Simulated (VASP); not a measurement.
Given:

```
CELL_PARAMETERS angstrom
      1.39043    -2.37023     0.00000
      1.39043     2.37023     0.00000
      0.00000     0.00000     4.51287
ATOMIC_POSITIONS crystal
  Tc 0.33333 0.66667 0.25000
  Tc 0.69333 0.35999 0.75000
```

All values below come from PBEsol GGA, VASP's PBE PAW potentials (set 64) (plane waves; VASP). Numerical set-up: 400 eV cut-off, 14×14×7 Γ-centred mesh, first-order Methfessel-Paxton smearing of 0.10 eV, potentials Tc_pv.

Estimate the energy per atom (σ→0), pressure, largest force, band gap (on the k-mesh) with the smallest direct gap where there is one.

The band gap (on the k-mesh) is none (metal, semimetal or under 0.01 eV). The energy per atom (σ→0) is -11.208 eV/atom and the pressure is -18.61 GPa. The largest force is 0.210 eV/Å.

Total energies compare only between runs with the same potentials, cut-off and functional.

The compound is Tc in the hcp structure. The cell was not relaxed at this level, atoms are displaced from their ideal sites. The run is one of a series of settings (GGA = PS against the base run), some of them coarse on purpose.
